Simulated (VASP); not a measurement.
BBi (relaxed from the zinc blende structure, space group F-43m) relaxed at rising pressure, in one space group throughout; other phases were not tried. The pressures are those reached. Calculation: PBEsol GGA, VASP's PBE PAW potentials (set 64) (plane waves; VASP).

```tsv
P (GPa)	V (Å³/atom)	k-mesh
0.02	20.279	8×8×8
4.99	19.225	9×9×9
9.95	18.404	9×9×9
19.95	17.160	9×9×9
29.95	16.240	9×9×9
```

A change of mesh leaves a small step in the series.

Q: Fit an equation of state and predict the volume at 44.84 GPa.

A: Least squares on the third-order Birch-Murnaghan form, P = (3B0/2)(y⁷ − y⁵)[1 + (3/4)(B′ − 4)(y² − 1)] with y = (V0/V)^(1/3), gives V0 = 20.284 Å³/atom, B0 = 83 GPa and B′ = 4.4, and so 15.209 Å³/atom. The run gave 15.204 Å³/atom, -0.0 % from the fit.

Pressures at which the relaxation failed are left out.

The structure was generated: BBi was put into the zinc blende type (F-43m), which need not be its known phase.
